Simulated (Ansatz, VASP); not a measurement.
**P: VASP beside Ansatz**

Wanted: the spread between two codes on one cell, functional and k mesh. The cell is taken from a series of VASP runs on this material, whose earlier steps may have relaxed, scaled or displaced it; both programs get it as it stands.

Calculated with Ansatz 0.2.0; plane waves, with VASP 6.6.1 beside it; single point at r2SCAN with rVV10.

## Step 1: The structure

It takes space group Cmce (No. 64, orthorhombic). The conventional cell has a = 3.304 Å, b = 10.658 Å, c = 4.452 Å, α = 90.00°, β = 90.00°, γ = 90.00°. Nearest to P lie 3 P at 2.21 to 2.24 Å.

Coordinates:

```cif
data_structure
_symmetry_space_group_name_H-M 'Cmce'
_symmetry_Int_Tables_number 64
_cell_length_a 3.3039
_cell_length_b 10.6576
_cell_length_c 4.4525
_cell_angle_alpha 90.000
_cell_angle_beta 90.000
_cell_angle_gamma 90.000
_cell_volume 156.78
loop_
_atom_site_label
_atom_site_type_symbol
_atom_site_symmetry_multiplicity
_atom_site_Wyckoff_symbol
_atom_site_fract_x
_atom_site_fract_y
_atom_site_fract_z
_atom_site_occupancy
P1 P 8 f 0.50000 0.59899 0.08558 1
```

## Step 2: Ansatz: single point, r2SCAN with rVV10

Ansatz runs on its default PAW (the set named soft_2) files.

With cell and atoms fixed, the geometry can't cause a difference; cores, projectors, grids and the points listed under the comparison can.

Input file input.yaml:

```yaml
crystal:
  lattice:
    - [1.651965504, -5.3287980838, 0.0]
    - [1.651965504, 5.3287980838, 0.0]
    - [0.0, 0.0, 4.4524799763]
  atoms:
    - { symbol: P, position: [0.9010063699, 0.0989936301, 0.0855836695] }
    - { symbol: P, position: [0.5989936301, 0.4010063699, 0.5855836695] }
    - { symbol: P, position: [0.0989936301, 0.9010063699, 0.9144163305] }
    - { symbol: P, position: [0.4010063699, 0.5989936301, 0.4144163305] }
hamiltonian:
  xc: r2scan
  pseudopotentials: { kind: paw }
  dispersion: rvv10
kpoints:
  mp_grid: { grid: [9, 9, 7] }
scf:
  occupations: { method: gaussian, width: 0.05 }
  n_extra_bands: 5
output:
  forces: true
  stress: true
  eigenvalues: true
```

Launch:

```console
$ ansatz run input.yaml --threads 2 --pin off --max-ram 4608MiB --backend cpu --events-out ev --progress --plain --runs-dir out
```

Numbers of over 12 decimals in the logs are rounded to 6 here.

Log:

```text
scf.n_extra_bands = 5 over 10 filled bands (N_el = 20.0): the run solves 15 bands
Engine: ansatz 0.2.0, aarch64-unknown-linux-gnu
Pseudopotentials: kind: paw
Pseudopotential: P, paw, valence charge 5, recommended cutoff 500 eV (meta_gga), P.paw.azcp
Functional definition: r2SCAN+rVV10
  parameter k0 = 0.174
  parameter k1 = 0.065
  parameter a1 = 4.9479
  exchange = r2scan_x(k0 = k0, k1 = k1, a1 = a1)
  correlation = r2scan_c + rvv10(11.95, 0.0093)
Crystal: 4 atoms, lattice volume = 78.390 Å³
Basis set: ecut = 500 eV, 1965 PW (Γ), exchange–correlation on 192×192×160 points (64 copies of the dense FFT grid, shifted against one another)
Bands: 15, of which v1, the nominal top of the filled ones, is band 10 counted from 1 (9 counted from 0)
Symmetry: 8 space group operations
Space group: Cmce (ITA 64), of the structure as read, at distance tolerance 4.3e-5 Å
k-points: 100 of 567
Non-local potential: P, projectors of the file, l = 0: 2, l = 1: 2, l = 2: 2
PAW form: soft (Blöchl's): semilocal exchange-correlation on the pseudo side does not see the compensation charge
rVV10 density: all electrons in the spheres
PAW frozen core: P, regenerated for the run's functional (the file was generated under x = pbe(κ = 0.804, μ = 0.219515), c = pbe(β = 0.066725))
PAW one-centre angular grid: P, 302 points (default); XC on 160 Gauss nodes
Initial density: superposition of atomic densities (neutral atoms: chi_scale 0, normalization atom), corrected by the library's trained network
Initial wavefunctions: pseudopotential atomic-orbital guess
Functional: x = r2scan, c = r2scan + rvv10(b = 11.95, C = 0.0093); τ floored in thin density (d = 2e-4 eV/Å³)
SCF iter   1: F=—  HF=-3034.638179 eV  |F-HF|=—  |Δ(HF+E_count)|=         —  Δρ=4.74e-3  dr2=2.28e-2  dr2_τ=3.31e-2  ethr=1.77e-3  ⟨swp⟩=7.6  Hψ=10951  notcnv=0
preconditioner: auto → none  [insulator: Δε(μ)=0.116 eV  Ē_g=9.903 eV  σ=0.050 eV  W_gap=0.90  n_scr=12 (ndim 8)  ℏωp=18.8 eV  f_vac=0.000  D(μ)=0.04/eV (n_scr^D=0)  ε∞_Penn≈4.6]
SCF iter   2: F=—  HF=-3034.668365 eV  |F-HF|=—  |Δ(HF+E_count)|=   3.02e-2  Δρ=2.34e-3  dr2=3.85e-3  dr2_τ=1.70e-4  ethr=1.14e-4  ⟨swp⟩=3.2  Hψ=3938  notcnv=0  defer=96
SCF iter   3: F=—  HF=-3034.668028 eV  |F-HF|=—  |Δ(HF+E_count)|=   3.36e-4  Δρ=1.12e-3  dr2=7.87e-4  dr2_τ=3.05e-5  ethr=1.93e-5  ⟨swp⟩=2.0  Hψ=2104  notcnv=0  defer=96
SCF iter   4: F=—  HF=-3034.667992 eV  |F-HF|=—  |Δ(HF+E_count)|=   3.63e-5  Δρ=2.69e-4  dr2=3.59e-5  dr2_τ=2.19e-6  ethr=3.94e-6  ⟨swp⟩=2.0  Hψ=2120  notcnv=0  defer=96
SCF iter   5: F=—  HF=-3034.668014 eV  |F-HF|=—  |Δ(HF+E_count)|=   2.21e-5  Δρ=5.69e-5  dr2=1.79e-6  dr2_τ=7.18e-8  ethr=1.79e-7  ⟨swp⟩=2.5  Hψ=2685  notcnv=0  defer=96
SCF iter   6: F=-3034.668015 eV  HF=-3034.668015 eV  |F-HF|=3.10e-9  |Δ(HF+E_count)|=   1.09e-6  Δρ=7.23e-6  dr2=4.37e-8  dr2_τ=9.52e-10  ethr=5.00e-10  ⟨swp⟩=9.9  Hψ=10126  notcnv=0
SCF 1 converged in 6 iterations: F = -3034.668015 eV  dr2 = 4.37e-8
  greatest PAW one-centre occupation: 0.805 electrons in one spin orbital (limit 2), on the P atom at site 3 (counted from 0), in its partial waves of l = 0
SCF converged after 6 iterations
Free energy (F): -3034.668015 eV
Harris-Foulkes:  -3034.668015 eV  (|F-HF|=3.10e-9)
Internal energy: -3034.667987 eV  (E = F + TS)
E sigma→0 (E₀):  -3034.668001 eV
Entropy (-TS):   -0.000028 eV (-0.007 meV/atom)
Fermi energy:    7.457105 eV
--- Per-component energies (eV) ---
  E_band       = 1.794190
  E_kinetic    = 280.118833
  E_local      = -301.779121  (includes V_loc(G=0)·N_el)
  E_nonlocal   = 133.165171
  E_hartree    = 84.779316
  E_xc         = -231.054725
  E_vxc        = -259.925400  (∫ρ·V_xc dr)
  E_paw        = -2303.047481  (= ΣΔE_a)
  E_vpaw       = -31.351513  (= ΣTr[D̂ρ^β])
  E_aug_tail   = 0.000002  (compensation charges beyond the density's cutoff)
  E_vtau       = 12.009493  (kinetic-family band-sum trace: ∫τ·v_τ [+ j·A + Jᵃ·Aᵃ] dr)
  E_ewald      = -696.486615
  E_core_change = -0.363369  (= ΣΔE_core)
  E_smearing   = -0.000028  (= −TS)
  E_closure    = -0.000000  (closes the sum)
  Σ components = -3034.668015   (vs F -3034.668015, Δ=0.00e0)
--- Forces (eV/Å), atoms counted from 1 ---
  atom   1  P      0.00000000     0.05451526    -0.08408317
  atom   2  P      0.00000000    -0.05451526    -0.08408317
  atom   3  P      0.00000000    -0.05451526     0.08408317
  atom   4  P      0.00000000     0.05451526     0.08408317
  max |Σ_I F_I| component: 1.39e-17 eV/Å
--- Stress (GPa, compression-positive) ---
        0.319560       0.000000       0.000000
        0.000000       0.591454       0.000000
        0.000000       0.000000       0.789508
  P = ⅓ Tr σ = 0.5668 GPa (5.668 kbar)
--- Band table (eV; the first three rows and the last of 100) ---
  k-point 0: bands = [... 6 lower, 2.8941, 4.3012, 4.4646, 5.8973, 7.9723, 8.4782, 9.3241, 10.3582, ... 1 higher]
  k-point 1: bands = [... 6 lower, 2.9792, 4.4153, 5.0886, 5.1560, 8.4256, 8.9601, 9.1720, 10.1766, ... 1 higher]
  k-point 2: bands = [... 6 lower, 3.6813, 4.0428, 4.2474, 6.1511, 8.7784, 8.7879, 9.9291, 10.2756, ... 1 higher]
  k-point 99: bands = [... 6 lower, 3.9508, 4.4838, 5.0503, 5.9672, 8.6987, 8.8998, 9.9108, 10.2688, ... 1 higher]
```

The job ended after 22 s (2 threads of Arm Neoverse N1, shared host; peak memory 0.83 GiB).

The run ends at a pressure of 0.57 GPa, with forces up to 0.10 eV/Å.

## Step 3: VASP: single point, r2SCAN with rVV10

The same cell, functional, mesh and smearing now go to VASP, with its own data sets and cutoff.

Lines of VASP's logs that name or quote its potential files are left out, and so is its time.

Input file INCAR:

```
SYSTEM = P
PREC = Accurate
ENCUT = 400
EDIFF = 1E-06
NELM = 100
ISMEAR = 0
SIGMA = 0.05
LREAL = .FALSE.
ALGO = Normal
METAGGA = R2SCAN
LUSE_VDW = .TRUE.
IVDW_NL = 2
BPARAM = 11.95
CPARAM = 0.0093
LASPH = .TRUE.
NBANDS = 42
LORBIT = 11
LWAVE = .FALSE.
LCHARG = .FALSE.
KPAR = 4
LOPTICS = .TRUE.
NEDOS = 1500
CSHIFT = 0.1
```

Input file POSCAR:

```
P
1.0
    1.6519655040     -5.3287980838      0.0000000000
    1.6519655040      5.3287980838      0.0000000000
    0.0000000000      0.0000000000      4.4524799763
P
4
Direct
    0.9010063699      0.0989936301      0.0855836695
    0.5989936301      0.4010063699      0.5855836695
    0.0989936301      0.9010063699      0.9144163305
    0.4010063699      0.5989936301      0.4144163305
```

Input file KPOINTS:

```
Automatic mesh
0
Gamma
9 9 7
0 0 0
```

PAW data sets: P (PBE family, release 64).

Launch:

```console
$ mpirun -np 4 vasp_std
```

Log:

```text
[banner, memory and clock lines left out]
running    4 mpi-ranks, on    1 nodes
 distrk:  each k-point on    1 cores,    4 groups
 distr:  one band on    1 cores,    1 groups

 POSCAR found type information on POSCAR P
 POSCAR found :  1 types and       4 ions
|                                                                             |
|               ----> ADVICE to this user running VASP <----                  |
|                                                                             |
|     You have switched on vdW-DFT.                                           |
|     This routine was written and supplied by Jiri Klimes. We recommend      |
|     that you carefully read and cite the following publications:            |
|       J. Klimes, D.R. Bowler, A. Michelides                                 |
|          J. Phys.: Cond Matt. 22 022201 (2010)                              |
|       J. Klimes, D.R. Bowler, A. Michelides                                 |
|          Phys. Rev. B. 83, 195131 (2011)                                    |
|     and references therein.                                                 |
|                                                                             |

|                                                                             |
|               ----> ADVICE to this user running VASP <----                  |
|                                                                             |
|     You enforced a specific xc type in the INCAR file but a different       |
|     [... a line on the potential file left out ...]
|     I HOPE YOU KNOW WHAT YOU ARE DOING!                                     |
|                                                                             |

 LDA part: xc-table for (None), standard interpolation
 POSCAR, INCAR and KPOINTS ok, starting setup
 FFT: planning ... GRIDC
 FFT: planning ... GRID_SOFT
 FFT: planning ... GRID
 WAVECAR not read
 entering main loop
       N       E                     dE             d eps       ncg     rms          rms(c)
Total rVV10 correction in eV:      0.2809215    23.2262588
Total rVV10 correction in eV:      0.2809215    23.2262588
Total rVV10 correction in eV:      0.2809215    23.2262588
Total rVV10 correction in eV:      0.2809215    23.2262588
DAV:   1     0.295218122631E+02    0.29522E+02   -0.61702E+03  8400   0.335E+02
DAV:   2    -0.369020611588E+02   -0.66424E+02   -0.62892E+02 10582   0.884E+01
DAV:   3    -0.394032033550E+02   -0.25011E+01   -0.24700E+01 10454   0.145E+01
DAV:   4    -0.394174247178E+02   -0.14221E-01   -0.14218E-01 10142   0.126E+00
DAV:   5    -0.394175115343E+02   -0.86816E-04   -0.86814E-04 10480   0.100E-01    0.115E+01
Total rVV10 correction in eV:      0.2906611    23.2262589
Total rVV10 correction in eV:      0.2906611    23.2262589
Total rVV10 correction in eV:      0.2906611    23.2262589
Total rVV10 correction in eV:      0.2906611    23.2262589
DAV:   6    -0.355687464596E+02    0.38488E+01   -0.31587E-01  8868   0.191E+00    0.760E+00
Total rVV10 correction in eV:      0.3207700    23.2262589
Total rVV10 correction in eV:      0.3207700    23.2262589
Total rVV10 correction in eV:      0.3207700    23.2262589
Total rVV10 correction in eV:      0.3207700    23.2262589
DAV:   7    -0.355895860202E+02   -0.20840E-01   -0.89481E-02  9314   0.106E+00    0.898E-01
Total rVV10 correction in eV:      0.3164944    23.2262589
Total rVV10 correction in eV:      0.3164944    23.2262589
Total rVV10 correction in eV:      0.3164944    23.2262589
Total rVV10 correction in eV:      0.3164944    23.2262589
DAV:   8    -0.355865102117E+02    0.30758E-02   -0.84037E-03 10184   0.291E-01    0.303E-01
Total rVV10 correction in eV:      0.3173143    23.2262589
Total rVV10 correction in eV:      0.3173143    23.2262589
Total rVV10 correction in eV:      0.3173143    23.2262589
Total rVV10 correction in eV:      0.3173143    23.2262589
DAV:   9    -0.355866917972E+02   -0.18159E-03   -0.36645E-04 10202   0.671E-02    0.795E-02
Total rVV10 correction in eV:      0.3172023    23.2262589
Total rVV10 correction in eV:      0.3172023    23.2262589
Total rVV10 correction in eV:      0.3172023    23.2262589
Total rVV10 correction in eV:      0.3172023    23.2262589
DAV:  10    -0.355867082770E+02   -0.16480E-04   -0.75592E-05 10494   0.271E-02    0.360E-02
Total rVV10 correction in eV:      0.3174759    23.2262589
Total rVV10 correction in eV:      0.3174759    23.2262589
Total rVV10 correction in eV:      0.3174759    23.2262589
Total rVV10 correction in eV:      0.3174759    23.2262589
DAV:  11    -0.355867152508E+02   -0.69738E-05   -0.12794E-05  9472   0.135E-02    0.109E-02
Total rVV10 correction in eV:      0.3174796    23.2262589
Total rVV10 correction in eV:      0.3174796    23.2262589
Total rVV10 correction in eV:      0.3174796    23.2262589
Total rVV10 correction in eV:      0.3174796    23.2262589
DAV:  12    -0.355867163018E+02   -0.10510E-05   -0.55555E-07  7380   0.231E-03    0.351E-03
Total rVV10 correction in eV:      0.3174942    23.2262589
Total rVV10 correction in eV:      0.3174942    23.2262589
Total rVV10 correction in eV:      0.3174942    23.2262589
Total rVV10 correction in eV:      0.3174942    23.2262589
DAV:  13    -0.355867172814E+02   -0.97964E-06   -0.90471E-08  5210   0.105E-03
Total rVV10 correction in eV:      0.3174912    23.2262589
Total rVV10 correction in eV:      0.3174912    23.2262589
Total rVV10 correction in eV:      0.3174912    23.2262589
Total rVV10 correction in eV:      0.3174912    23.2262589
Total rVV10 correction in eV:      0.3174934    23.2262589
Total rVV10 correction in eV:      0.3174934    23.2262589
Total rVV10 correction in eV:      0.3174934    23.2262589
Total rVV10 correction in eV:      0.3174934    23.2262589
   1 F= -.35586717E+02 E0= -.35586710E+02  d E =-.148455E-04
 optical routines
 imaginary and real dielectric function
 direction            1
 direction            2
 direction            3
```

OUTCAR, selected parts (step 3):

```text
ion  position               nearest neighbor table
   1  0.901  0.099  0.086-   4 2.21   4 2.21   3 2.24
   2  0.599  0.401  0.586-   3 2.21   3 2.21   4 2.24
   3  0.099  0.901  0.914-   2 2.21   2 2.21   1 2.24
   4  0.401  0.599  0.414-   1 2.21   1 2.21   2 2.24

  LATTYP: Found a base centered orthorhombic cell.
 ALAT       =     3.3039310080
 B/A-ratio  =     3.2257320573
 C/A-ratio  =     1.3476310388

 Subroutine GETGRP returns: Found  8 space group operations
 (whereof  4 operations were pure point group operations)

The static configuration has the point symmetry C_2h.
 The point group associated with its full space group is D_2h.

 Found    100 irreducible k-points:

   k-points           NKPTS =    100   k-points in BZ     NKDIM =    100   number of bands    NBANDS=     42

   dimension x,y,z NGX =    36 NGY =   36 NGZ =   30
   dimension x,y,z NGXF=    72 NGYF=   72 NGZF=   60

   ENCUT  =  400.0 eV  29.40 Ry    5.42 a.u.   9.10  9.10  7.26*2*pi/ulx,y,z

   NELECT =      20.0000    total number of electrons

 k-points in reciprocal lattice and weights: Automatic mesh
   0.00000000  0.00000000  0.00000000       0.002
   0.11111111  0.00000000  0.00000000       0.007
   0.22222222 -0.00000000  0.00000000       0.007
   0.33333333 -0.00000000  0.00000000       0.007
   0.44444444 -0.00000000  0.00000000       0.007
   0.11111111  0.11111111  0.00000000       0.004
   0.22222222  0.11111111  0.00000000       0.007
   0.33333333  0.11111111  0.00000000       0.007
   0.44444444  0.11111111  0.00000000       0.007
[...]
0.44444444  0.44444444  0.42857143       0.007
  -0.44444444  0.44444444  0.42857143       0.007

 average (electrostatic) potential at core
       1 -86.3318       2 -86.3318       3 -86.3318       4 -86.3318

 E-fermi :   6.4286

 k-point     1 :       0.0000    0.0000    0.0000
  band No.  band energies     occupation
    ...
      6       1.3252      2.00000
      7       1.8643      2.00000
      8       3.2611      2.00000
      9       3.4234      2.00000
     10       4.8573      2.00000
     11       6.9705      0.00000
     12       7.4907      0.00000
     13       8.3388      0.00000
     14       9.3587      0.00000
     15      11.9526      0.00000
    ...

 k-point     2 :       0.1111    0.0000    0.0000
  band No.  band energies     occupation
    ...
      6       1.1305      2.00000
      7       1.2354      2.00000
      8       2.8795      2.00000
      9       3.3300      2.00000
     10       4.9736      2.00000
     11       7.1406      0.00000
     12       8.6391      0.00000
     13       8.6471      0.00000
     14       9.4938      0.00000
     15      11.1035      0.00000
    ...

 k-point     3 :       0.2222   -0.0000    0.0000
  band No.  band energies     occupation
    ...
      6       0.1492      2.00000
      7       1.5751      2.00000
      8       2.6167      2.00000
      9       3.4658      2.00000
     10       4.9952      2.00000
     11       7.2355      0.00000
     12       7.8540      0.00000
     13       9.3614      0.00000
     14       9.6311      0.00000
     15      10.6439      0.00000
    ...

  Total       -0.1429598      0.0391451      0.0773447      0.0000000      0.0000000      0.0000000
  in kB       -2.9218797      0.8000656      1.5808063      0.0000000      0.0000000      0.0000000
  external PRESSURE =      -0.1803359 kB  Pullay stress =       0.0000000 kB

  energy-cutoff  :      400.00
  volume of cell :       78.39
      direct lattice vectors                 reciprocal lattice vectors
     1.651965504 -5.328798084  0.000000000     0.302669758 -0.093829789  0.000000000
     1.651965504  5.328798084  0.000000000     0.302669758  0.093829789  0.000000000
     0.000000000  0.000000000  4.452479976     0.000000000  0.000000000  0.224593935

 POSITION                                       TOTAL-FORCE (eV/Angst)
 -----------------------------------------------------------------------------------
      1.65197     -4.27376      0.38106         0.000000     -0.000013     -0.009307
      1.65197     -1.05503      2.60730         0.000000      0.000013     -0.009307
      1.65197      4.27376      4.07142         0.000000      0.000013      0.009307
      1.65197      1.05503      1.84518         0.000000     -0.000013      0.009307
 -----------------------------------------------------------------------------------
    total drift:                               -0.000000     -0.000000     -0.000000

  FREE ENERGIE OF THE ION-ELECTRON SYSTEM (eV)
  ---------------------------------------------------
  free  energy   TOTEN  =       -35.5867172814 eV

  energy  without entropy=      -35.5867024359  energy(sigma->0) =      -35.58670986

 plasma frequency squared (from intraband transitions) (eV^2)
  --------------------------------------------------------------------------------------
       0.001       0.000       0.000
       0.000       0.139       0.000
       0.000       0.000       0.000

 total charge
# of ion       s       p       d       tot
------------------------------------------
    1        1.070   1.397   0.000   2.467
    2        1.070   1.397   0.000   2.467
    3        1.070   1.397   0.000   2.467
    4        1.070   1.397   0.000   2.467
--------------------------------------------------
tot          4.278   5.589   0.000   9.867

[... 3 further parts left out ...]
```

With so small a gap the low-energy part of the spectrum hangs on the few k-points near the gap and is not converged.

## Step 4: Differences

Known differences besides the potentials themselves: VASP keeps PBE cores, Ansatz makes them for the functional; the cutoff is 500 eV in Ansatz and 400 eV in VASP. Total energies have different zeros and are not compared.

The two programs side by side:

```csv
quantity,Ansatz,VASP,difference
pressure (GPa),0.57,-0.02,+0.58
gap on the k mesh (eV),0.141,0.162,-0.020
```

At this near-relaxed geometry the largest component of a force difference is 75 meV/Å. A gap on the mesh is an upper bound, since the band edges may lie between its points.

## Step 5: What the set-up changes

Further runs change the set-up of one program: Ansatz's method, potentials or start, or VASP's data sets, cutoff or form of LDA. The table gives Ansatz less VASP for each quantity, since a change that brings one quantity closer may part another.

```csv
run,r.m.s. force difference (meV/Å),pressure (GPa),gap on the k mesh (eV)
as above,53,0.58,-0.020
cores kept as stored,47,0.49,-0.018
Ansatz's larger PAW set (cutoff 510 eV),54,0.61,-0.016
```

## Step 6: Summary of results

| Property | Result |
| --- | --- |
| r.m.s. force difference (single point, r2SCAN with rVV10) | 53 meV/Å |
| difference in pressure (single point, r2SCAN with rVV10) | 0.58 GPa |

In words: The r.m.s. force difference is 53 meV/Å (single point, r2SCAN with rVV10), beyond the 12 meV/Å picked in this series as the mark of a large difference. For single point, r2SCAN with rVV10, no further run moves any of the tabulated differences by more than a quarter of its size. 2 further runs of this series are not shown here. How closely two codes agree says nothing of how well the functional describes the real material.

[Lines on the potential files, build, host, timing and source positions are cut from VASP's logs without a mark.]

[Logs are printed without paths, hosts, clocks, repeated set-up lines and the standing remarks that a program may print on its own settings, such as how far it seeks lower states.]

[Hosts, paths, dates, database ids (printed as entryN), source tags and the programs' standing remarks are cut or masked in the printed files.]
